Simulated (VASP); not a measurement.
Crystal: AlGa7O12.

```
Al Ga O
1.0
    -2.48587   -4.30565    0.00000
    -2.48587    1.43522    4.47537
    -4.97173    2.87043   -4.47537
Al Ga O
1 7 12
Direct
  0.50000 0.21192 0.14404
  0.00000 0.71192 0.64404
  0.50000 0.78808 0.35596
  0.00000 0.28808 0.85596
  0.50000 0.78808 0.85596
  0.00000 0.28808 0.35596
  0.50000 0.21192 0.64404
  0.00000 0.71192 0.14404
  0.34870 0.84870 0.09870
  0.84870 0.34870 0.59870
  0.84870 0.65130 0.90130
  0.34870 0.15130 0.40130
  0.30260 0.50000 0.75000
  0.80260 0.00000 0.25000
  0.65130 0.15130 0.90130
  0.15130 0.65130 0.40130
  0.15130 0.34870 0.09870
  0.65130 0.84870 0.59870
  0.69740 0.50000 0.25000
  0.19740 0.00000 0.75000
```

The cell was built by a generator and needn't be a form met in nature.

| Property | Result |
| --- | --- |
| Program | VASP 6.6.1 |
| Task | relaxation of cell and atoms |
| Functional | PBEsol |
| Potentials or basis | VASP PAW PBE potentials, release 64 (Al, Ga_d, O) |
| Cutoff | 600 eV |
| k mesh | 6 × 6 × 4 |
| Occupations | gaussian, width 0.03 eV |
| Spin | no spin polarisation |

At the start: pressure 0.3 GPa; volume 9.58 Å³/atom.

Problem. How do energy, volume and symmetry change on relaxing?

Solution. Over 14 steps the energy falls by 9.1 meV/atom; space group P1 (No. 1, to 0.05 Å).

Step by step:
| step | energy change (eV) | largest force (eV/Å) | pressure (GPa) | volume (Å³) |
| --- | --- | --- | --- | --- |
| 1 | 0.0000 | 1.1116 | 0.29 | 191.60 |
| 2 | -0.1440 | 0.4474 | -0.60 | 192.09 |
| 3 | -0.1443 | 0.4463 | -0.64 | 192.11 |
| 4 | -0.1713 | 0.2105 | 0.36 | 191.12 |
| 5 | -0.1714 | 0.2301 | 0.59 | 191.02 |
| 6 | -0.1795 | 0.1053 | -0.20 | 191.69 |
| 7 | -0.1795 | 0.1019 | -0.27 | 191.70 |
| 8 | -0.1813 | 0.0487 | 0.15 | 191.37 |
| 9 | -0.1813 | 0.0490 | 0.14 | 191.38 |
| 10 | -0.1817 | 0.0290 | -0.07 | 191.54 |
| 11 | -0.1817 | 0.0291 | -0.06 | 191.53 |
| 12 | -0.1819 | 0.0115 | 0.04 | 191.47 |
| 13 | -0.1819 | 0.0137 | 0.03 | 191.47 |
| 14 | -0.1819 | 0.0056 | -0.04 | 191.51 |

Final structure:
```
Al Ga O
1.0
    -2.48760   -4.30802    0.00015
    -2.48739    1.43572    4.46541
    -4.97772    2.87363   -4.46775
Al Ga O
1 7 12
Direct
  0.49965 0.20197 0.14910
  0.00039 0.70993 0.64497
  0.50155 0.78234 0.35507
  0.99846 0.28674 0.86038
  0.50012 0.79073 0.85726
  0.99990 0.28758 0.35371
  0.49903 0.21204 0.64378
  0.00099 0.71128 0.14430
  0.34771 0.85853 0.09970
  0.84883 0.34776 0.59812
  0.84980 0.65208 0.90184
  0.35295 0.15513 0.39678
  0.30333 0.50196 0.74958
  0.79740 0.00173 0.24557
  0.64725 0.15555 0.90966
  0.14813 0.65421 0.40002
  0.16525 0.34807 0.09916
  0.65144 0.84943 0.59810
  0.69120 0.49141 0.24399
  0.19661 0.00155 0.74889
```

Caveat: the PAW data sets were made with another functional, which shifts forces and pressure a little.
